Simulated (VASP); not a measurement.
# Mo under biaxial strain in the (110) plane

How do stress and energy of Mo follow biaxial strain in the (110) plane?

Calculated with VASP 6.6.1; PBEsol; plane waves and PAW (Mo_sv), in the first sound run; inputs show where later runs differ.

## Step 1: The starting structure

It takes space group Im-3m (No. 229, cubic). Conventional cell: a = 3.150 Å, b = 3.150 Å, c = 3.150 Å, α = 90.00°, β = 90.00°, γ = 90.00°. Nearest to Mo lie 8 Mo at 2.73 Å.

As a file:

```xyz
1
Lattice="-1.5750 1.5750 1.5750 1.5750 -1.5750 1.5750 1.5750 1.5750 -1.5750" Properties=species:S:1:pos:R:3 pbc="T T T"
Mo    0.0000    0.0000    0.0000
```

## Step 2: Relax the crystal, PBEsol

The series starts from the cell that this level prefers, so that zero strain is near zero stress.

This step took 2 runs in a row; the last is shown.

Level: PBEsol; plane waves and PAW (Mo_sv).

INCAR reads:

```
SYSTEM = Mo
PREC = Accurate
ENCUT = 450
EDIFF = 1E-07
NELM = 120
ISMEAR = 1
SIGMA = 0.15
LREAL = .FALSE.
ALGO = Normal
GGA = PS
NBANDS = 13
LASPH = .TRUE.
LORBIT = 11
LWAVE = .FALSE.
LCHARG = .FALSE.
KPAR = 8
IBRION = 2
NSW = 40
ISIF = 3
EDIFFG = -0.005
POTIM = 0.4
```

POSCAR reads:

```
Mo
1.0
   -1.5655819399      1.5655819399      1.5655819399
    1.5655819399     -1.5655819399      1.5655819399
    1.5655819399      1.5655819399     -1.5655819399
Mo
1
Direct
    0.0000000000      0.0000000000      0.0000000000
```

KPOINTS reads:

```
Automatic mesh
0
Gamma
26 26 26
0 0 0
```

The projector-augmented-wave data sets are Mo_sv (PBE family, release 64).

Run with:

```sh
$ mpirun -np 8 vasp_std
```

The log of the run:

```text
[banner, memory and clock lines left out]
running    8 mpi-ranks, on    1 nodes
[...]
|                                                                             |
|           W    W    AA    RRRRR   N    N  II  N    N   GGGG   !!!           |
|           W    W   A  A   R    R  NN   N  II  NN   N  G    G  !!!           |
|           W    W  A    A  R    R  N N  N  II  N N  N  G       !!!           |
|           W WW W  AAAAAA  RRRRR   N  N N  II  N  N N  G  GGG   !            |
|           WW  WW  A    A  R   R   N   NN  II  N   NN  G    G                |
|           W    W  A    A  R    R  N    N  II  N    N   GGGG   !!!           |
|                                                                             |
|     For optimal performance we recommend to set                             |
|       NCORE = 2 up to number-of-cores-per-socket                            |
|     NCORE specifies how many cores store one orbital (NPAR=cpu/NCORE).      |
|     This setting can greatly improve the performance of VASP for DFT.       |
[...]
|     You enforced a specific xc type in the INCAR file but a different       |
|     [... a line on the potential file left out ...]
|     I HOPE YOU KNOW WHAT YOU ARE DOING!                                     |
|                                                                             |

 LDA part: xc-table for (Slater+PW92), standard interpolation
 POSCAR, INCAR and KPOINTS ok, starting setup
[...]
entering main loop
       N       E                     dE             d eps       ncg     rms          rms(c)
DAV:   1     0.804807818133E+02    0.80481E+02   -0.74282E+03 13535   0.995E+02
DAV:   2    -0.115735134550E+02   -0.92054E+02   -0.88734E+02 15316   0.290E+02
DAV:   3    -0.125295393014E+02   -0.95603E+00   -0.95425E+00 14776   0.295E+01
DAV:   4    -0.125315574277E+02   -0.20181E-02   -0.20181E-02 15011   0.166E+00
[...]
DAV:  10    -0.117785050715E+02   -0.69807E-05   -0.83488E-06 13896   0.331E-02    0.446E-03
DAV:  11    -0.117785052632E+02   -0.19172E-06   -0.72444E-08 11104   0.292E-03    0.826E-04
DAV:  12    -0.117785051811E+02    0.82108E-07   -0.70163E-09  6998   0.104E-03
   1 F= -.11778505E+02 E0= -.11778698E+02  d E =-.117785E+02
[...]
reached required accuracy - stopping structural energy minimisation
```

The job ended after 6.4 s (8 MPI ranks of AMD EPYC 9R45, shared host; peak memory 1.3 GiB).

The logs omit lines about the potential files and the build; timing stands in the text.

OUTCAR, selected parts (step 2):

```text
  Total       -0.0005047     -0.0005047     -0.0005047      0.0000000      0.0000000     -0.0000000
  in kB       -0.0526767     -0.0526767     -0.0526767      0.0000000      0.0000000     -0.0000000
  external PRESSURE =      -0.0526767 kB  Pullay stress =       0.0000000 kB

 POSITION                                       TOTAL-FORCE (eV/Angst)
 -----------------------------------------------------------------------------------
      0.00000      0.00000      0.00000         0.000000      0.000000      0.000000
 -----------------------------------------------------------------------------------
    total drift:                                0.000000     -0.000000      0.000000

  FREE ENERGIE OF THE ION-ELECTRON SYSTEM (eV)
  ---------------------------------------------------
  free  energy   TOTEN  =       -11.7785051811 eV

  energy  without entropy=      -11.7790832945  energy(sigma->0) =      -11.77869789

 reached required accuracy - stopping structural energy minimisation

[... 3 further parts left out ...]
[key lines of the parts left out:]
E-fermi :  12.7415
```

Read from the output:

| Item | Value |
| --- | --- |
| energy(sigma→0) of the program | -11.7787 eV |
| stress, compression positive | -0.01 along [110], -0.01 across it (mean), GPa |
| volume | 15.349 Å³ |
| ionic steps | 1 |

## Step 3: Strain along the normal, PBEsol

One member in full: the plane is strained by -1 %, and the strain along the normal is moved by secant steps until the normal stress is under 0.012 GPa or five steps are spent; the atoms relax at each step.

This step took 3 runs, each at a new trial strain with the atoms of the one before; the last is shown.

Level: PBEsol; plane waves and PAW (Mo_sv).

Edit INCAR of step 2 so:

```diff
@@ -15,7 +15,7 @@
 LCHARG = .FALSE.
-KPAR = 8
-IBRION = 2
-NSW = 40
-ISIF = 3
-EDIFFG = -0.005
-POTIM = 0.4
+KPAR = 2
+IBRION = 1
+NSW = 25
+ISIF = 2
+EDIFFG = -0.004
+POTIM = 0.3
```

POSCAR reads:

```
Mo
1.0
   -1.5499261210      1.5499261210      1.5499261210
    1.5499261210     -1.5499261210      1.5499261210
    1.5797682740      1.5797682740     -1.5499261210
Mo
1
Direct
    0.0000000000      0.0000000000      0.0000000000
```

KPOINTS is that of step 2.

Run with:

```sh
$ mpirun -np 2 vasp_std
```

The log of the run:

```text
[banner, memory and clock lines left out]
running    2 mpi-ranks, on    1 nodes
[...]
[... a notice as in an earlier step ...]

 LDA part: xc-table for (Slater+PW92), standard interpolation
 POSCAR, INCAR and KPOINTS ok, starting setup
[...]
entering main loop
       N       E                     dE             d eps       ncg     rms          rms(c)
DAV:   1     0.810602539962E+02    0.81060E+02   -0.74559E+03 65254   0.998E+02
DAV:   2    -0.115297611244E+02   -0.92590E+02   -0.89168E+02 73826   0.291E+02
DAV:   3    -0.125120769660E+02   -0.98232E+00   -0.98008E+00 71751   0.299E+01
DAV:   4    -0.125141922330E+02   -0.21153E-02   -0.21152E-02 72421   0.168E+00
[...]
DAV:  10    -0.117737194019E+02   -0.66109E-05   -0.84995E-06 67026   0.339E-02    0.356E-03
DAV:  11    -0.117737196327E+02   -0.23086E-06   -0.93932E-08 54894   0.339E-03    0.881E-04
DAV:  12    -0.117737195550E+02    0.77685E-07   -0.10349E-08 34303   0.123E-03
   1 F= -.11773720E+02 E0= -.11773876E+02  d E =-.117737E+02
 BRION: g(F)=  0.580E-61 g(S)=  0.000E+00
 reached required accuracy - stopping structural energy minimisation
```

The job ended after 97 s (2 MPI ranks; peak memory 0.84 GiB).

OUTCAR, selected parts (step 3):

```text
  Total        0.2004149      0.2004149      0.5157681     -0.2008323      0.0000000      0.0000000
  in kB       21.1526660     21.1526660     54.4364387    -21.1967302      0.0000000      0.0000000
  external PRESSURE =      32.2472569 kB  Pullay stress =       0.0000000 kB

 POSITION                                       TOTAL-FORCE (eV/Angst)
 -----------------------------------------------------------------------------------
      0.00000      0.00000      0.00000        -0.000000     -0.000000      0.000000
 -----------------------------------------------------------------------------------
    total drift:                                0.000000     -0.000000      0.000000

  FREE ENERGIE OF THE ION-ELECTRON SYSTEM (eV)
  ---------------------------------------------------
  free  energy   TOTEN  =       -11.7737195550 eV

  energy  without entropy=      -11.7741880946  energy(sigma->0) =      -11.77387573

[... 1 part as in an earlier step ...]

[... 3 further parts left out ...]
[key lines of the parts left out:]
E-fermi :  12.9302
```

This run gave:

| Quantity | Value |
| --- | --- |
| energy(sigma→0) of the program | -11.7739 eV |
| stress, compression positive | 0.00 along [110], 4.84 across it (mean), GPa |
| ionic steps | 1 |

## Step 4: The table

The other members went through these steps as far as the tables show, with the same cutoff and, step by step, the same mesh; 28 runs are not shown. The session took 1.4 core hours (wall time by ranks) on a shared machine.

```csv
in-plane strain (%),strain along the normal (%),"mean of the two in-plane stresses, tension positive (GPa)","energy above the unstrained row, extrapolated to no smearing (meV/atom)"
-2.000,1.806,-10.287,19.482
-1.500,1.355,-7.487,10.861
-1.000,0.906,-4.839,4.822
-0.500,0.454,?,?
0,0.000,0.005,0.000
0.500,-0.454,2.246,0.949
1.000,-0.902,4.391,4.015
1.500,-1.346,6.437,9.105
2.000,-1.792,8.368,16.119
```

## Step 5: A fit to the known rows

A least-squares parabola through the 8 rows shown, with e the strain in %: stress = − 0.2396 e² + 4.649 e + 0.005281 (GPa), r.m.s. residual 0.026 GPa.

For the withheld row, e = -0.5, the fit gives -2.379 GPa.

## Step 6: The withheld row

The calculation gives -2.350 GPa, so the prediction is 0.029 GPa too low, within twice the residual of the fit.

Slopes at zero strain, from cubics through all rows: strain ratio -0.905, stress over strain 460 GPa.

## Step 7: Results

| Property | Result |
| --- | --- |
| error of the predicted stress | -0.029 GPa |
| ratio of normal to in-plane strain | -0.905 |
| biaxial modulus | 460 GPa |

**Reading.** As a check, the curvature of the energy gives 461 GPa for the same modulus (energy per volume = M × strain²), 0 % from the slope of the stress. The energy also has a linear term worth 0.14 GPa that the stress column lacks, a mark of the finite basis or of the smearing. These are static values: temperature and zero-point motion are left out. In a metal the slopes also depend on mesh and smearing, which were held through the series.

[Lines on the potential files, build, host, timing and source positions are cut from VASP's logs without a mark.]

[Logs are printed without paths, hosts, clocks, repeated set-up lines and the standing remarks that a program may print on its own settings, such as how far it seeks lower states.]

[Hosts, paths, dates, database ids (printed as entryN), source tags and the programs' standing remarks are cut or masked in the printed files.]

[In band tables of VASP the shares of atoms and orbitals are scaled to a sum of 1 inside the atoms' spheres.]
